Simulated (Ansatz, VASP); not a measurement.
## Os (Osmium) in two plane-wave programs

Wanted: the spread between two codes on one cell, functional and k mesh. The cell is taken from a series of runs on this material, whose earlier steps may have relaxed, scaled, displaced or heated it; both programs get it as it stands.

Main program and level: Ansatz 0.2.0; plane waves, with VASP 6.6.1 beside it; LDA.

## Step 1: The structure

Symmetry: P6_3/mmc, No. 194, hexagonal system. The conventional cell has a = 2.722 Å, b = 2.722 Å, c = 4.248 Å, α = 90.00°, β = 90.00°, γ = 120.00°. Os has 12 Os at 2.64 to 2.72 Å nearest.

## Step 2: Ansatz: zone-centre phonons, LDA

Ansatz runs on its PAW soft_1 files.

Second derivatives magnify differences that forces hide, and they need a tight electronic threshold.

The input, input.yaml:

```yaml
crystal:
  lattice:
    - [2.7220781498, 0.0, 0.0]
    - [-1.3610390749, 2.3573888288, 0.0]
    - [0.0, 0.0, 4.2479561111]
  atoms:
    - { symbol: Os, position: [0.3333333328, 0.6666666672, 0.25] }
    - { symbol: Os, position: [0.6666666672, 0.3333333328, 0.75] }
kpoints:
  mp_grid: { grid: [18, 18, 12] }
hamiltonian:
  xc: lda
  pseudopotentials: { kind: paw, azcp: { folder: soft_1 }, xc_functional: pbe }
scf:
  occupations: { method: methfessel_paxton, width: 0.2 }
output:
  eigenvalues: true
phonons:
  method: dfpt
```

Started as:

```bash
$ ansatz run input.yaml --threads 4 --pin off --max-ram 10240MiB --backend cpu --events-out ev --progress --plain --runs-dir out
```

Numbers of over 12 decimals in the logs are rounded to 6 here.

The program printed:

```text
zone centre: on kpoints.mp_grid the ground state, and the responses unless they are solved on pairs of k-points, stand on 637 of the mesh's 3888 k-points, reduced under 4 symmetry operations, with k and −k counted as one. Each operation leaves every solved displacement unchanged or reverses it
Engine: ansatz 0.2.0, aarch64-unknown-linux-gnu
Pseudopotentials: kind: paw
Pseudopotential: Os, paw, valence charge 16, recommended cutoff 420 eV (normal), soft_1/Os.paw.azcp
Functional definition: SPW92
  exchange = slater_x
  correlation = pw_c
Crystal: 2 atoms, lattice volume = 27.259 Å³
Basis set: ecut = 420 eV, 537 PW (Γ), exchange–correlation on 40×40×60 points (8 copies of the dense FFT grid, shifted against one another)
Bands: 20, of which v1, the nominal top of the filled ones, is band 16 counted from 1 (15 counted from 0)
Symmetry: 24 space group operations
k-points: 637 of 3888 (irreducible under 4 space group operations, time reversal used)
Non-local potential: Os, projectors of the file, l = 0: 3, l = 1: 2, l = 2: 2, l = 3: 1
PAW form: soft (Blöchl's): semilocal exchange-correlation on the pseudo side does not see the compensation charge
PAW frozen core: Os, regenerated for the run's functional, and the local potential with it (the file was generated under x = pbe(κ = 0.804, μ = 0.219515), c = pbe(β = 0.066725))
PAW one-centre angular grid: Os, 590 points (default); XC on 64 Gauss nodes
Initial density: superposition of atomic densities (chi_scale 0.1, normalization cell)
Initial wavefunctions: pseudopotential atomic-orbital guess
Functional: x = slater, c = lda
SCF iter   1: F=—  HF=-22239.391901 eV  |F-HF|=—  |Δ(HF+E_count)|=         —  Δρ=6.11e-2  dr2=8.26e-1  ethr=3.10e-3  ⟨swp⟩=5.0  Hψ=116176  notcnv=0  defer=46
automatic band count: the SCF goes on with 24 bands, as 20 were too few: they end inside the smearing window of the response
preconditioner: auto → none  [metal: Δε(μ)=0.011 eV  Ē_g=12.401 eV  σ=0.200 eV  W_gap=0.05  n_scr=8 (ndim 8)  ℏωp=28.4 eV  f_vac=0.000  D(μ)=1.26/eV (n_scr^D=8)  sad-step TF]
SCF iter   2: F=—  HF=-22239.166916 eV  |F-HF|=—  |Δ(HF+E_count)|=   2.25e-1  S|Δr|=    0.00e0  Δρ=3.57e-2  dr2=2.73e-1  ethr=2.58e-3  ⟨swp⟩=2.0  Hψ=22878  notcnv=0  defer=405
SCF iter   3: F=—  HF=-22239.064250 eV  |F-HF|=—  |Δ(HF+E_count)|=   1.03e-1  S|Δr|=    0.00e0  Δρ=1.64e-3  dr2=3.83e-4  ethr=8.54e-4  ⟨swp⟩=2.0  Hψ=21608  notcnv=0  defer=405
SCF iter   4: F=—  HF=-22239.063952 eV  |F-HF|=—  |Δ(HF+E_count)|=   2.98e-4  S|Δr|=    0.00e0  Δρ=2.21e-4  dr2=5.71e-6  ethr=1.20e-6  ⟨swp⟩=2.2  Hψ=22340  notcnv=0  defer=607
SCF iter   5: F=—  HF=-22239.063949 eV  |F-HF|=—  |Δ(HF+E_count)|=   2.75e-6  S|Δr|=    0.00e0  Δρ=4.83e-5  dr2=3.58e-7  ethr=1.78e-8  ⟨swp⟩=2.6  Hψ=23658  notcnv=0  defer=607
SCF iter   6: F=—  HF=-22239.063955 eV  |F-HF|=—  |Δ(HF+E_count)|=   5.96e-6  S|Δr|=    0.00e0  Δρ=7.22e-6  dr2=7.85e-9  ethr=1.12e-9  ⟨swp⟩=2.6  Hψ=22901  notcnv=0  defer=736
SCF iter   7: F=—  HF=-22239.063955 eV  |F-HF|=—  |Δ(HF+E_count)|=   1.82e-9  S|Δr|=    0.00e0  Δρ=1.36e-6  dr2=9.20e-11  ethr=2.45e-11  ⟨swp⟩=2.1  Hψ=21381  notcnv=0  defer=736
SCF iter   8: F=-22239.063955 eV  HF=-22239.063955 eV  |F-HF|=0.00e0  |Δ(HF+E_count)|=  9.09e-11  S|Δr|=    0.00e0  Δρ=1.35e-7  dr2=2.68e-12  ethr=1.00e-12  ⟨swp⟩=9.8  Hψ=69952  notcnv=0
SCF 1 converged in 8 iterations: F = -22239.063955 eV  dr2 = 2.68e-12
  greatest PAW one-centre occupation: 1.000 electrons in one spin orbital (limit 2), on the Os atom at site 1 (counted from 0), in its partial waves of l = 0
DFPT response loops at Γ: preconditioner auto → Kerker (q_TF=auto, 2.802 Å⁻¹) (partly filled bands, converged f_vac=0.000); β = 1.00, the filter's whole step (`scf.mixing.beta` (0.50) is not read by the response loops under this deck's `scf.mixing.preconditioner`; to damp them name `kerker` or `kerker_dos`, under which they read `scf.mixing.beta`, and type it under 1.00, their step now; both keys bind the ground state too); Broyden in place of MSR1
SCF converged after 8 iterations
Stability not checked: this state was not tested for a lower state beside it, because cold or Methfessel-Paxton smearing, or corrected tetrahedra, fill the levels in a way that the test cannot read (fill_not_monotonic; see scf.lower_state_search)
Free energy (F): -22239.063955 eV
Harris-Foulkes:  -22239.063955 eV  (|F-HF|=0.00e0)
Internal energy: -22239.063859 eV  (E = F + TS)
E sigma→0 (E₀):  -22239.063931 eV
Entropy (-TS):   -0.000096 eV (-0.048 meV/atom)
Fermi energy:    26.463013 eV
--- Per-component energies (eV) ---
  E_band       = -118.144548
  E_kinetic    = 988.419507
  E_local      = -1787.425278  (includes V_loc(G=0)·N_el)
  E_nonlocal   = 405.966994
  E_hartree    = 640.415260
  E_xc         = -466.844922
  E_vxc        = -494.525208  (∫ρ·V_xc dr)
  E_paw        = -17564.520287  (= ΣΔE_a)
  E_vpaw       = -511.412017  (= ΣTr[D̂ρ^β])
  E_aug_tail   = 0.000864  (compensation charges beyond the density's cutoff)
  E_ewald      = -4455.801641
  E_core_change = 0.725646  (= ΣΔE_core)
  E_smearing   = -0.000096  (= −TS)
  E_closure    = 0.000000  (closes the sum)
  Σ components = -22239.063955   (vs F -22239.063955, Δ=0.00e0)
--- Band table (eV; the first three rows and the last of 637) ---
  k-point 0: bands = [... 12 lower, 23.6853, 24.1683, 24.1683, 24.7158, 24.7158, 26.7137, 28.2135, 28.2135, ... 4 higher]
  k-point 1: bands = [... 12 lower, 23.6289, 24.1022, 24.1022, 24.8710, 24.8710, 26.4002, 28.2339, 28.2339, ... 4 higher]
  k-point 2: bands = [... 12 lower, 23.4708, 23.9246, 23.9246, 25.2588, 25.2588, 25.6196, 28.2668, 28.2668, ... 4 higher]
  k-point 636: bands = [... 12 lower, 22.9437, 22.9437, 24.7462, 24.7462, 28.8222, 28.8222, 31.4638, 31.4638, ... 4 higher]
--- Phonons (Γ-DFPT): 2 representative perturbations + reference, on 637 of 3888 k-points (Σ response iterations 4) ---
  k mesh reduced under 4 symmetry operations, with k and −k counted as one. Each operation leaves every solved displacement unchanged or reverses it
  ASR residual: 9.767e-5 → 0.000e0 eV/Å²; symmetrization residual: 5.524e-13 eV/Å²
  ASR residual per site (eV/Å²): 9.77e-5 9.77e-5
  Γ frequencies (cm⁻¹): 0.00 0.00 0.00 173.63 173.63 240.64
  non-analytic LO–TO correction: not included (Born effective charges unavailable; polar crystals: no LO–TO splitting at Γ)
```

## Step 3: VASP: zone-centre phonons, LDA

The same cell, functional (in two slightly different forms), mesh and smearing now go to VASP, with its own data sets.

Lines of VASP's logs that name or quote its potential files are left out, and so is its time.

The input, INCAR:

```
SYSTEM = Os
PREC = Accurate
ENCUT = 600
EDIFF = 1E-08
NELM = 120
ISMEAR = 1
SIGMA = 0.2
LREAL = .FALSE.
ALGO = Normal
GGA = CA
NBANDS = 14
LASPH = .TRUE.
LORBIT = 11
LWAVE = .FALSE.
LCHARG = .FALSE.
ISIF = 2
IBRION = 8
GGA_COMPAT = .FALSE.
KPAR = 2
```

The input, POSCAR:

```
Os
1.0
    2.7220781498      0.0000000000      0.0000000000
   -1.3610390749      2.3573888288      0.0000000000
    0.0000000000      0.0000000000      4.2479561111
Os
2
Direct
    0.3333333328      0.6666666672      0.2500000000
    0.6666666672      0.3333333328      0.7500000000
```

The input, KPOINTS:

```
Automatic mesh
0
Gamma
18 18 12
0 0 0
```

PAW data sets: Os (LDA family, release 64).

Started as:

```bash
$ mpirun -np 2 vasp_std
```

The program printed:

```text
[banner, memory and clock lines left out]
running    2 mpi-ranks, on    1 nodes
 distrk:  each k-point on    1 cores,    2 groups
 distr:  one band on    1 cores,    1 groups

 POSCAR found type information on POSCAR Os
 POSCAR found :  1 types and       2 ions
 LDA part: xc-table for (Slater(with rela. corr.)+CA(PZ))
 , standard interpolation
 POSCAR, INCAR and KPOINTS ok, starting setup
 FFT: planning ... GRIDC
 FFT: planning ... GRID_SOFT
 FFT: planning ... GRID
 WAVECAR not read
 entering main loop
       N       E                     dE             d eps       ncg     rms          rms(c)
DAV:   1     0.111963607036E+03    0.11196E+03   -0.82873E+03  7252   0.124E+03
DAV:   2    -0.208336583732E+02   -0.13280E+03   -0.11707E+03  7450   0.361E+02
DAV:   3    -0.268192106367E+02   -0.59856E+01   -0.56851E+01  9480   0.673E+01
DAV:   4    -0.268801605623E+02   -0.60950E-01   -0.60750E-01  8010   0.687E+00
DAV:   5    -0.268804808711E+02   -0.32031E-03   -0.32028E-03  9428   0.455E-01    0.345E+01
DAV:   6    -0.256554264127E+02    0.12251E+01   -0.11323E+00  8944   0.952E+00    0.154E+01
DAV:   7    -0.253135563538E+02    0.34187E+00   -0.70652E-01  9134   0.733E+00    0.897E-01
DAV:   8    -0.253049845375E+02    0.85718E-02   -0.71782E-03  7402   0.665E-01    0.374E-01
DAV:   9    -0.253029022654E+02    0.20823E-02   -0.15799E-03  8662   0.405E-01    0.515E-02
DAV:  10    -0.253029089204E+02   -0.66549E-05   -0.27351E-05  9010   0.416E-02    0.149E-02
DAV:  11    -0.253029024491E+02    0.64712E-05   -0.19978E-06  8320   0.168E-02    0.127E-03
DAV:  12    -0.253029023380E+02    0.11118E-06   -0.65260E-08  8968   0.273E-03    0.140E-04
DAV:  13    -0.253029023372E+02    0.80297E-09   -0.18077E-09  5180   0.469E-04
   1 F= -.25302902E+02 E0= -.25302857E+02  d E =-.135305E-03
 Linear response reoptimize wavefunctions to high precision
DAV:   1    -0.253029023368E+02    0.31332E-09   -0.17974E-10  5384   0.135E-04
DAV:   2    -0.253029023368E+02    0.20464E-11   -0.17193E-11  4184   0.482E-05
 Linear response DOF=           2
 Linear response progress:
  Degree of freedom:   1/  2
       N       E                     dE             d eps       ncg     rms          rms(c)
RMM:   1    -0.197418044849E+00   -0.19742E+00   -0.11289E-01 53936   0.254E+00
RMM:   2    -0.193653941317E+00    0.37641E-02   -0.17788E-03 44912   0.523E-01    0.155E-01
RMM:   3    -0.192478886734E+00    0.11751E-02   -0.50996E-04 50179   0.155E-01    0.868E-02
RMM:   4    -0.191859870741E+00    0.61902E-03   -0.75102E-04 50718   0.183E-01    0.116E-02
RMM:   5    -0.191929950565E+00   -0.70080E-04   -0.12895E-05 51962   0.270E-02    0.382E-03
RMM:   6    -0.191913334780E+00    0.16616E-04   -0.11858E-06 52040   0.767E-03    0.131E-03
RMM:   7    -0.191910189622E+00    0.31452E-05    0.88543E-08 53403   0.151E-03    0.819E-04
RMM:   8    -0.191907201261E+00    0.29884E-05    0.14966E-07 52197   0.106E-03    0.931E-05
RMM:   9    -0.191906842551E+00    0.35871E-06    0.14296E-07 53770   0.170E-04    0.231E-05
RMM:  10    -0.191906663109E+00    0.17944E-06   -0.16291E-08 49864   0.381E-05    0.376E-06
RMM:  11    -0.191906647530E+00    0.15579E-07    0.26936E-08 54559   0.160E-05    0.161E-06
RMM:  12    -0.191906655501E+00   -0.79718E-08   -0.13379E-09 48484   0.969E-06    0.321E-07
 first order change of Fermi-energy  -0.13148E-04
 force on displaced ion       1 direction 1 : -10.444   0.001   0.000
 Linear response progress:
  Degree of freedom:   2/  2
       N       E                     dE             d eps       ncg     rms          rms(c)
RMM:   1    -0.251471352308E+00   -0.25147E+00   -0.14067E-01 19201   0.268E+00
RMM:   2    -0.242950689907E+00    0.85207E-02   -0.56286E-03 15095   0.727E-01    0.188E-01
RMM:   3    -0.242342893756E+00    0.60780E-03   -0.68153E-04 17727   0.149E-01    0.105E-01
RMM:   4    -0.242450764459E+00   -0.10787E-03   -0.38148E-04 17779   0.148E-01    0.119E-02
RMM:   5    -0.242510745811E+00   -0.59981E-04    0.35686E-05 18326   0.177E-02    0.526E-03
RMM:   6    -0.242534198557E+00   -0.23453E-04    0.89628E-06 17920   0.470E-03    0.213E-03
RMM:   7    -0.242536736794E+00   -0.25382E-05    0.27730E-06 18385   0.165E-03    0.449E-04
RMM:   8    -0.242534990421E+00    0.17464E-05   -0.11372E-08 18360   0.507E-04    0.145E-04
RMM:   9    -0.242533663913E+00    0.13265E-05    0.10314E-07 18420   0.215E-04    0.288E-05
RMM:  10    -0.242533741757E+00   -0.77844E-07    0.14859E-07 17287   0.864E-05    0.384E-06
RMM:  11    -0.242533763784E+00   -0.22027E-07   -0.46852E-09 18766   0.295E-05    0.266E-06
RMM:  12    -0.242533761713E+00    0.20706E-08   -0.13634E-08 17872   0.180E-05    0.659E-07
 first order change of Fermi-energy   0.10981E-03
 force on displaced ion       1 direction 3 :  -0.000   0.000 -20.022
 Linear response finished
```

From OUTCAR (step 3):

```text
ion  position               nearest neighbor table
   1  0.333  0.667  0.250-   2 2.64   2 2.64   2 2.64   2 2.64   2 2.64   2 2.64
   2  0.667  0.333  0.750-   1 2.64   1 2.64   1 2.64   1 2.64   1 2.64   1 2.64

  LATTYP: Found a hexagonal cell.
 ALAT       =     2.7220781498
 C/A-ratio  =     1.5605562652

 Subroutine GETGRP returns: Found 24 space group operations
 (whereof 12 operations were pure point group operations)

The static configuration has the point symmetry D_3d.
 The point group associated with its full space group is D_6h.

 Found    259 irreducible k-points:

   k-points           NKPTS =    259   k-points in BZ     NKDIM =    259   number of bands    NBANDS=     14

   dimension x,y,z NGX =    24 NGY =   24 NGZ =   36
   dimension x,y,z NGXF=    48 NGYF=   48 NGZF=   72

   ENCUT  =  600.0 eV  44.10 Ry    6.64 a.u.   5.44  5.44  8.48*2*pi/ulx,y,z

   NELECT =      16.0000    total number of electrons

 k-points in reciprocal lattice and weights: Automatic mesh
   0.00000000  0.00000000  0.00000000       0.000
   0.05555556  0.00000000  0.00000000       0.002
   0.11111111  0.00000000  0.00000000       0.002
   0.16666667  0.00000000  0.00000000       0.002
   0.22222222  0.00000000  0.00000000       0.002
   0.27777778  0.00000000  0.00000000       0.002
   0.33333333 -0.00000000  0.00000000       0.002
   0.38888889  0.00000000  0.00000000       0.002
   0.44444444  0.00000000  0.00000000       0.002
[...]
0.33333333  0.27777778  0.50000000       0.003
   0.33333333  0.33333333  0.50000000       0.001

 average (electrostatic) potential at core
       1 -43.1495       2 -43.1495

  Total        0.2242229      0.2242229      1.5315288      0.0000000      0.0000000      0.0000000
  in kB       13.1788852     13.1788852     90.0168747      0.0000000      0.0000000      0.0000000
  external PRESSURE =      38.7915483 kB  Pullay stress =       0.0000000 kB

  energy-cutoff  :      600.00
  volume of cell :       27.26
      direct lattice vectors                 reciprocal lattice vectors
     2.722078150  0.000000000  0.000000000     0.367366381  0.212099079  0.000000000
    -1.361039075  2.357388829  0.000000000     0.000000000  0.424198158  0.000000000
     0.000000000  0.000000000  4.247956111     0.000000000  0.000000000  0.235407329

 POSITION                                       TOTAL-FORCE (eV/Angst)
 -----------------------------------------------------------------------------------
     -0.00000      1.57159      1.06199         0.000000     -0.000000      0.000000
      1.36104      0.78580      3.18597        -0.000000      0.000000      0.000000
 -----------------------------------------------------------------------------------
    total drift:                               -0.000000      0.000000     -0.000000

 Eigenvectors and eigenvalues of the dynamical matrix
 ----------------------------------------------------

   1 f  =    7.173185 THz    45.070453 2PiTHz  239.271707 cm-1    29.665897 meV
             X         Y         Z           dx          dy          dz
     -0.000000  1.571593  1.061989     0.000000    0.000000   -0.707107
      1.361039  0.785796  3.185967     0.000000    0.000000    0.707107

   2 f  =    5.180811 THz    32.551998 2PiTHz  172.813269 cm-1    21.426105 meV
             X         Y         Z           dx          dy          dz
     -0.000000  1.571593  1.061989    -0.707107   -0.000000    0.000000
      1.361039  0.785796  3.185967     0.707107    0.000000    0.000000

   3 f  =    5.180811 THz    32.551998 2PiTHz  172.813269 cm-1    21.426105 meV
             X         Y         Z           dx          dy          dz
     -0.000000  1.571593  1.061989     0.000000    0.707107    0.000000
      1.361039  0.785796  3.185967     0.000000   -0.707107    0.000000

   4 f  =    0.000000 THz     0.000000 2PiTHz    0.000001 cm-1     0.000000 meV
             X         Y         Z           dx          dy          dz
     -0.000000  1.571593  1.061989     0.701912    0.085553    0.000000
      1.361039  0.785796  3.185967     0.701912    0.085553    0.000000

   5 f/i=    0.000000 THz     0.000000 2PiTHz    0.000001 cm-1     0.000000 meV
             X         Y         Z           dx          dy          dz
     -0.000000  1.571593  1.061989     0.000000    0.000000    0.707107
      1.361039  0.785796  3.185967     0.000000    0.000000    0.707107

   6 f/i=    0.000000 THz     0.000000 2PiTHz    0.000001 cm-1     0.000000 meV
             X         Y         Z           dx          dy          dz
     -0.000000  1.571593  1.061989    -0.085553    0.701912    0.000000
      1.361039  0.785796  3.185967    -0.085553    0.701912    0.000000

 ELASTIC MODULI CONTR FROM IONIC RELAXATION (kBar)
 Direction    XX          YY          ZZ          XY          YZ          ZX
 --------------------------------------------------------------------------------
 XX         -37.0388     37.0388     -0.0000      0.0000      0.0000      0.0000
 YY          37.0388    -37.0388      0.0000     -0.0000      0.0000      0.0000
 ZZ          -0.0000      0.0000     -0.0000      0.0000      0.0000      0.0000
 XY           0.0000     -0.0000      0.0000    -37.0388      0.0000      0.0000
 YZ           0.0000      0.0000      0.0000      0.0000      0.0000      0.0000
 ZX           0.0000      0.0000      0.0000      0.0000      0.0000      0.0000
 --------------------------------------------------------------------------------
```

## Step 4: Differences

Known differences besides the potentials themselves: the two LDA forms differ slightly; the data sets hold 32 valence electrons in Ansatz (on its PAW soft_1 files) and 16 in VASP; the cutoff is 420 eV in Ansatz and 600 eV in VASP; VASP's log shows a relativistic correction to its local exchange, Ansatz's none. Total energies have different zeros and are not compared.

Both answers:

| quantity | Ansatz | VASP | difference |
| --- | --- | --- | --- |
| optical mode 1 to 2 (cm⁻¹) | 173.6 | 172.8 | +0.47 % |
| optical mode 3 (cm⁻¹) | 240.6 | 239.3 | +0.57 % |

Modes are paired by rising frequency, not by their patterns, so a pair may set unlike modes beside each other; they are those without the splitting of longitudinal modes.

## Step 5: Results

```yaml
r_m_s_difference_of_the_optical_zone_centre_modes_each_program_s_sorted_by_frequency_zone_centre_phonons_lda: 1.0 cm⁻¹
difference_in_optical_mode_3_zone_centre_phonons_lda: +0.6 %
```

The r.m.s. difference of the optical zone-centre modes, each program's sorted by frequency is 1.0 cm⁻¹ (zone-centre phonons, LDA). The data sets hold unlike numbers of valence electrons (32 in Ansatz and 16 in VASP), so part of the differences may come from the potentials. Among the rows given in per cent, the largest difference of the zone-centre phonons, LDA pair is in optical mode 3, +0.6 %. Such differences can come from data sets, numerical settings and the points named under the comparisons, not from the functional's error against experiment.

[Lines on the potential files, build, host, timing and source positions are cut from VASP's logs without a mark.]

[Logs are printed without paths, hosts, clocks, repeated set-up lines and the standing remarks that a program may print on its own settings, such as how far it seeks lower states.]

[Hosts, paths, dates, database ids (printed as entryN), source tags and the programs' standing remarks are cut or masked in the printed files.]
